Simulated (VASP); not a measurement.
Input:

```xyz
8
Lattice="4.6625 0.0000 0.0000 0.0000 4.6625 0.0000 0.0000 0.0000 4.6625" Properties=species:S:1:pos:R:3 pbc="T T T"
Si     2.3313     2.3313     2.3313
Si     0.0000     0.0000     0.0000
Mo     1.1656     0.0000     2.3313
Mo     2.3313     1.1656     0.0000
Mo     2.3313     3.4969     0.0000
Mo     3.4969     0.0000     2.3313
Mo     0.0000     2.3313     3.4969
Mo     0.0000     2.3313     1.1656
```

The numbers are results of PBEsol GGA, VASP's PBE PAW potentials (set 64) (plane waves; VASP 6.6.1), not measurements. Run with 500 eV cut-off, 7×7×7 Γ-centred mesh, first-order Methfessel-Paxton smearing of 0.10 eV, potentials Si Mo_sv.

Problem. Predict the energy per atom (σ→0), pressure, band gap (on the k-mesh) with the smallest direct gap where there is one.

Solution. 
```json
{
 "band gap (on the k-mesh)": "none (metal, semimetal or under 0.01 eV)",
 "energy per atom (σ→0)": "-10.428 eV/atom",
 "pressure": "44.88 GPa"
}
```

Only differences to runs with the same potentials and settings are physical.

The compound is Mo3Si in the A15 structure. It was relaxed first under an external pressure of 45 GPa.
